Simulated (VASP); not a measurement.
Shape and ions are relaxed at each volume.

Here is the system:

```cif
data_Tm2
_chemical_formula_sum 'Tm2'
_space_group_name_H-M_alt 'P 1'
_space_group_IT_number 1
_cell_length_a 3.50863
_cell_length_b 3.50863
_cell_length_c 5.44559
_cell_angle_alpha 90.000
_cell_angle_beta 90.000
_cell_angle_gamma 120.000
loop_
_space_group_symop_operation_xyz
  'x, y, z'
loop_
_atom_site_label
_atom_site_type_symbol
_atom_site_fract_x
_atom_site_fract_y
_atom_site_fract_z
_atom_site_occupancy
Tm1 Tm 0.33333 0.66667 0.25000 1
Tm2 Tm 0.66667 0.33333 0.75000 1
```

Method: MS2 meta-GGA, VASP's PBE PAW potentials (set 64) (plane waves; VASP 6.6.1). Run with 520 eV cut-off, 12×12×7 Γ-centred mesh, first-order Methfessel-Paxton smearing of 0.10 eV, potentials Tm_3.

The 4f electrons are frozen in the core of the lanthanide potential, so 4f levels, which can set the real gap, and their magnetism are missing.

Q: Give the energy at these volumes per atom, relative to the lowest: 27.05, 27.91, 28.78, 29.64, 30.50 Å³.

A: 21.3, 6.3, 0.0, 1.6, 10.2 meV/atom. A third-order Birch-Murnaghan fit gives B0 = 47.6 GPa and B0′ = 2.3.

Measured: bulk modulus 44.5 GPa (computed value off by +6.9 %), as given by Wikipedia, Thulium (infobox). The calculation is for a static lattice, while the measured bulk modulus holds thermal and zero-point effects, which are part of the difference.

The compound is Tm in the hcp structure. It was relaxed first.
